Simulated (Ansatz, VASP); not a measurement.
# Cross-check of SrCaH2Br2 between VASP and Ansatz, part 2 of 2

One calculation is typed for both programs; each brings its own data sets. How far apart do they land? The cell is generated by rule, not measured, and may not be a known phase. The cell is taken from a series of runs on this material, whose earlier steps may have relaxed, scaled, displaced or heated it; both programs get it as it stands.

VASP 6.6.1 and Ansatz 0.2.0.

So far: Starting point; VASP: relaxation of cell and atoms, PBEsol.

The structure was built from a prototype and need not be the compound's stable phase.

## 3. Ansatz: relaxation of cell and atoms, PBEsol

Level of this step: Ansatz beside VASP: Kohn-Sham DFT, plane waves, PBEsol (Ansatz).

Ansatz runs on its default PAW (the set named soft_2) files.

The same cell, functional, mesh and smearing now go to Ansatz, which takes its cutoff from its data sets.

input.yaml

```yaml
crystal:
  lattice:
    - [4.0243162163, 0.0, 0.0]
    - [0.0, 4.0243162163, 0.0]
    - [0.0, 0.0, 7.2436860437]
  atoms:
    - { symbol: Sr, position: [0.0, 0.5, 0.1825025616] }
    - { symbol: Ca, position: [0.5, 0.0, 0.821311788] }
    - { symbol: H, position: [0.0, 0.0, -0.0085445446] }
    - { symbol: H, position: [0.5, 0.5, -0.0085445446] }
    - { symbol: Br, position: [0.0, 0.5, 0.661753113] }
    - { symbol: Br, position: [0.5, 0.0, 0.3515216266] }
kpoints:
  mp_grid: { grid: [6, 6, 4] }
hamiltonian:
  xc: pbesol
scf:
  occupations: { method: gaussian, width: 0.02 }
output:
  forces: true
  stress: true
  eigenvalues: true
  write_density: true
  write_potential: true
  elf: true
  volumetric_format: npy
relax:
  adjacent_minimum: "off"
  f_tol: 0.005
  max_steps: 80
  cell: { stress_tol: 0.05 }
```

Started as:

```sh
ansatz run input.yaml --threads 8 --pin off --max-ram 14336MiB --backend cpu --events-out ev --progress --plain --runs-dir out
```

Numbers of over 12 decimals in the logs are rounded to 6 here.

Log:

```text
Engine: ansatz 0.2.0, aarch64-unknown-linux-gnu
Pseudopotentials: kind: paw
Pseudopotential: Sr, paw, valence charge 10, recommended cutoff 420 eV (normal), Sr.paw.azcp
Pseudopotential: Ca, paw, valence charge 10, recommended cutoff 420 eV (normal), Ca.paw.azcp
Pseudopotential: H, paw, valence charge 1, recommended cutoff 420 eV (normal), H.paw.azcp
Pseudopotential: Br, paw, valence charge 7, recommended cutoff 420 eV (normal), Br.paw.azcp
Functional definition: PBEsol
  exchange = pbesol_x
  correlation = pbesol_c
Crystal: 6 atoms, lattice volume = 117.312 Å³
Basis set: ecut = 420 eV, 2313 PW (Γ), exchange–correlation on 54×54×100 points (8 copies of the dense FFT grid, shifted against one another)
Bands: 24, of which v1, the nominal top of the filled ones, is band 18 counted from 1 (17 counted from 0)
Symmetry: 8 space group operations
Space group: P4mm (ITA 99), of the structure as read, at distance tolerance 4.9e-5 Å
k-points: 30 of 144 (time reversal used)
Non-local potential: Sr, projectors of the file, l = 0: 3, l = 1: 2, l = 2: 2
Non-local potential: Ca, projectors of the file, l = 0: 3, l = 1: 2, l = 2: 2
Non-local potential: H, projectors of the file, l = 0: 2, l = 1: 1
Non-local potential: Br, projectors of the file, l = 0: 2, l = 1: 2, l = 2: 2
PAW form: soft (Blöchl's): semilocal exchange-correlation on the pseudo side does not see the compensation charge
PAW frozen core: Sr, regenerated for the run's functional, and the local potential with it (the file was generated under x = pbe(κ = 0.804, μ = 0.219515), c = pbe(β = 0.066725))
PAW frozen core: Ca, regenerated for the run's functional, and the local potential with it (the file was generated under x = pbe(κ = 0.804, μ = 0.219515), c = pbe(β = 0.066725))
PAW frozen core: Br, regenerated for the run's functional, and the local potential with it (the file was generated under x = pbe(κ = 0.804, μ = 0.219515), c = pbe(β = 0.066725))
PAW one-centre angular grid: Sr, 110 points (default); XC on 64 Gauss nodes
PAW one-centre angular grid: Ca, 110 points (default); XC on 64 Gauss nodes
PAW one-centre angular grid: H, 110 points (default); XC on 64 Gauss nodes
PAW one-centre angular grid: Br, 110 points (default); XC on 64 Gauss nodes
Initial density: superposition of atomic densities (neutral atoms: chi_scale 0, normalization atom), corrected by the library's trained network
Initial wavefunctions: pseudopotential atomic-orbital guess
Functional: x = pbesol(κ = 0.804, μ = 0.123457), c = pbesol(β = 0.046)
SCF iter   1: F=—  HF=-10798.504616 eV  |F-HF|=—  |Δ(HF+E_count)|=         —  Δρ=5.10e-3  dr2=2.75e-2  ethr=1.77e-3  ⟨swp⟩=9.9  Hψ=4747  notcnv=0
preconditioner: auto → Resta (q_TF=auto, 2.241 Å⁻¹)  ε∞=3.1  [insulator: Δε(μ)=3.405 eV  Ē_g=12.108 eV  σ=0.020 eV  W_gap=1.00  n_scr=20 (ndim 8)  ℏωp=17.5 eV  f_vac=0.000  D(μ)=0.00/eV (n_scr^D=0)  ε∞_Penn≈3.1]
SCF iter   2: F=—  HF=-10798.501303 eV  |F-HF|=—  |Δ(HF+E_count)|=   3.31e-3  Δρ=2.37e-3  dr2=6.63e-3  ethr=7.65e-5  ⟨swp⟩=2.2  Hψ=1323  notcnv=0  defer=34
SCF iter   3: F=—  HF=-10798.499918 eV  |F-HF|=—  |Δ(HF+E_count)|=   1.38e-3  Δρ=4.06e-4  dr2=3.13e-4  ethr=1.84e-5  ⟨swp⟩=2.6  Hψ=1099  notcnv=0  defer=46
SCF iter   4: F=—  HF=-10798.499878 eV  |F-HF|=—  |Δ(HF+E_count)|=   4.00e-5  Δρ=1.60e-4  dr2=3.22e-5  ethr=8.69e-7  ⟨swp⟩=2.0  Hψ=949  notcnv=0  defer=46
SCF iter   5: F=—  HF=-10798.499876 eV  |F-HF|=—  |Δ(HF+E_count)|=   1.73e-6  Δρ=3.20e-5  dr2=9.43e-7  ethr=8.94e-8  ⟨swp⟩=2.0  Hψ=1063  notcnv=0  defer=46
SCF iter   6: F=-10798.499877 eV  HF=-10798.499877 eV  |F-HF|=1.66e-8  |Δ(HF+E_count)|=   7.76e-7  Δρ=6.89e-6  dr2=8.32e-8  ethr=2.78e-10  ⟨swp⟩=16.9  Hψ=6481  notcnv=0
SCF 1 converged in 6 iterations: F = -10798.499877 eV  dr2 = 8.32e-8
  greatest PAW one-centre occupation: 0.995 electrons in one spin orbital (limit 2), on the Ca atom at site 1 (counted from 0), in its partial waves of l = 0
relax step   1: F+E_penalty+E_count = -10798.49987723 eV  Δ(F+E_penalty+E_count) = +0.000e0 eV  max|allowed force component| = 3.960e-3 eV/Å  Δτ_max = 0.0000 Å  P = -0.010 GPa  Ω = 117.312 Å³  (6 SCF iters, dr2 threshold 1.00e-7 eV, accepted)
Initial density: handed on by an earlier stage of this run
Initial wavefunctions: pseudopotential atomic-orbital guess (no wavefunctions were taken with the density)
iter 1 solved again at ethr=2.29e-6 eV; its pass at ethr=3.10e-3 eV (dr2=8.24e-4 eV) is discarded
SCF iter   1: F=—  HF=-10798.499886 eV  |F-HF|=—  |Δ(HF+E_count)|=         —  Δρ=7.64e-6  dr2=9.77e-8  ethr=2.29e-6  ⟨swp⟩=3.5  Hψ=6712  notcnv=0
eigensolver tolerance schedule: the retry pair's looser diagonalisation over-reported the residual by 8436.77 of it (diagonalisation noise at an unbounded share of the residual, at the tolerance the schedule requests for it); recorded, not acted on — ethr = c·dr2/N_el stays at c = 1.0e-1
preconditioner: auto → Resta (q_TF=auto, 2.241 Å⁻¹)  ε∞=3.1  [insulator: Δε(μ)=3.476 eV  Ē_g=12.142 eV  σ=0.020 eV  W_gap=1.00  n_scr=20 (ndim 8)  ℏωp=17.5 eV  f_vac=0.000  D(μ)=0.00/eV (n_scr^D=0)  ε∞_Penn≈3.1]
SCF iter   2: F=—  HF=-10798.499877 eV  |F-HF|=—  |Δ(HF+E_count)|=   8.86e-6  Δρ=3.99e-6  dr2=1.93e-8  ethr=2.71e-10  ⟨swp⟩=4.0  Hψ=1999  notcnv=0
SCF iter   3: F=—  HF=-10798.499877 eV  |F-HF|=—  |Δ(HF+E_count)|=   8.82e-9  Δρ=1.73e-6  dr2=3.29e-9  ethr=5.36e-11  ⟨swp⟩=2.4  Hψ=1106  notcnv=0
SCF iter   4: F=—  HF=-10798.499877 eV  |F-HF|=—  |Δ(HF+E_count)|=   4.29e-9  Δρ=4.94e-7  dr2=3.27e-10  ethr=9.15e-12  ⟨swp⟩=2.1  Hψ=996  notcnv=0
SCF iter   5: F=-10798.499877 eV  HF=-10798.499877 eV  |F-HF|=2.00e-11  |Δ(HF+E_count)|=  4.17e-10  Δρ=1.46e-7  dr2=3.11e-11  ethr=1.00e-12  ⟨swp⟩=8.8  Hψ=4084  notcnv=0
SCF 2 converged in 5 iterations: F = -10798.499877 eV  dr2 = 3.11e-11
relax step   2: F+E_penalty+E_count = -10798.49987727 eV  Δ(F+E_penalty+E_count) = -3.765e-8 eV  max|allowed force component| = 4.104e-3 eV/Å  Δτ_max = 0.0000 Å  P = -0.009 GPa  Ω = 117.312 Å³  stress off target by 2.85e-2 GPa  SCF on the basis re-selected at this cell (its energy is not comparable with the rows above)  (5 SCF iters)
basis re-selected at this cell: Δ(F+E_penalty+E_count) = -3.765e-8 eV, ΔP = +0.000 GPa vs the last step (what re-selecting the basis moved, of the pressure what is left beyond the Pulay correction that the steps carried, after the strain that the cell walked since its last selection, with what the two solves' SCF thresholds leave and, on support functions, any second-order correction that the steps lacked; it is no m [...]
SCF converged after 5 iterations
Free energy (F): -10798.499877 eV
Harris-Foulkes:  -10798.499877 eV  (|F-HF|=2.00e-11)
Internal energy: -10798.499877 eV  (E = F + TS)
E sigma→0 (E₀):  -10798.499877 eV
Fermi energy:    7.007795 eV
--- Per-component energies (eV) ---
  E_band       = -253.995598
  E_kinetic    = 818.950901
  E_local      = -1743.015532  (includes V_loc(G=0)·N_el)
  E_nonlocal   = 411.598998
  E_hartree    = 477.611237
  E_xc         = -850.824126
  E_vxc        = -565.987930  (∫ρ·V_xc dr)
  E_paw        = -7887.708622  (= ΣΔE_a)
  E_vpaw       = -130.762219  (= ΣTr[D̂ρ^β])
  E_aug_tail   = -0.002287  (compensation charges beyond the density's cutoff)
  E_ewald      = -2025.548129
  E_core_change = 0.437682  (= ΣΔE_core)
  E_smearing   = -0.000000  (= −TS)
  E_closure    = 0.000000  (closes the sum)
  Σ components = -10798.499877   (vs F -10798.499877, Δ=0.00e0)
--- Forces (eV/Å), atoms counted from 1 ---
  atom   1  Sr    -0.00000000     0.00000000     0.00410388
  atom   2  Ca     0.00000000     0.00000000    -0.00002545
  atom   3  H     -0.00000000     0.00000000    -0.00160705
  atom   4  H      0.00000000     0.00000000    -0.00160705
  atom   5  Br     0.00000000     0.00000000    -0.00257626
  atom   6  Br    -0.00000000     0.00000000     0.00171139
  max |Σ_I F_I| component: 5.52e-7 eV/Å
--- Stress (GPa, compression-positive) ---
        0.000254       0.000000       0.000000
        0.000000       0.000254       0.000000
        0.000000       0.000000      -0.028526
  P = ⅓ Tr σ = -0.0093 GPa (-0.093 kbar)
--- Band table (eV; the first three rows and the last of 30) ---
  k-point 0: bands = [... 14 lower, 3.9987, 4.1696, 4.1696, 4.7421, 9.1101, 9.6082, 10.2896, 10.2896, ... 2 higher]
  k-point 1: bands = [... 14 lower, 4.1831, 4.1831, 4.7521, 4.7828, 8.9057, 9.6378, 10.3011, 10.3011, ... 2 higher]
  k-point 2: bands = [... 14 lower, 4.1962, 4.1962, 4.7622, 5.2698, 8.7458, 9.3943, 10.3136, 10.3136, ... 2 higher]
  k-point 29: bands = [... 14 lower, 3.1944, 3.1944, 4.3624, 4.3624, 10.0178, 10.4884, 11.1489, 11.8358, ... 2 higher]
--- Relaxed structure (1 steps of the walk, 1 accepted, 1 SCFs on fresh bases) ---
  F+E_penalty+E_count = -10798.49987727 eV   max|allowed force component| = 4.104e-3 eV/Å   (the final SCF, on the basis selected at the relaxed cell)
  cell:  # Å, volume = 117.3124 Å³
    - [4.0243162163, 0.0, 0.0]
    - [0.0, 4.0243162163, 0.0]
    - [0.0, 0.0, 7.2436860437]
  atoms:
    - { symbol: Sr, position: [0.0, 0.5, 0.182503] }
    - { symbol: Ca, position: [0.5, 0.0, 0.821311788] }
    - { symbol: H, position: [0.0, 0.0, -0.0085445446] }
    - { symbol: H, position: [0.5, 0.5, -0.0085445446] }
    - { symbol: Br, position: [0.0, 0.5, 0.661753113] }
    - { symbol: Br, position: [0.5, 0.0, 0.3515216266] }
```

The column dr2 measures how far the density is from self-consistency, as an energy; F and HF (Harris–Foulkes) agree once it is small.

## 4. Side by side

Known differences besides the potentials themselves: the cutoff is 420 eV in Ansatz and 500 eV in VASP; Ansatz makes its cores anew for this functional, VASP keeps those of its PBE data sets; Ansatz adds a Pulay correction to the stress that steers its cell, VASP none. Total energies have different zeros and are not compared.

Both answers:

```
                                         quantity  Ansatz    VASP  difference
                                      volume (Å³)  117.31  117.39     -0.06 %
edge a after relaxation, in the typed setting (Å)   4.024   4.032     -0.20 %
edge c after relaxation, in the typed setting (Å)   7.244   7.220     +0.33 %
```

## 5. Outcome

```yaml
difference_in_edge_c_after_relaxation_in_the_typed_setting_relaxation_of_cell_and_atoms_pbesol: 0.33 %
```

**Reading.** The difference in edge c after relaxation, in the typed setting is 0.33 % (relaxation of cell and atoms, PBEsol), within the 1.2 % picked in this series as the mark of a large difference, as far as the stopping tolerances let one tell. How closely two codes agree says nothing of how well the functional describes the real material.

[Lines on the potential files, build, host, timing and source positions are cut from VASP's logs without a mark.]

[Logs are printed without paths, hosts, clocks, repeated set-up lines and the standing remarks that a program may print on its own settings, such as how far it seeks lower states.]

[Hosts, paths, dates, database ids (printed as entryN), source tags and the programs' standing remarks are cut or masked in the printed files.]
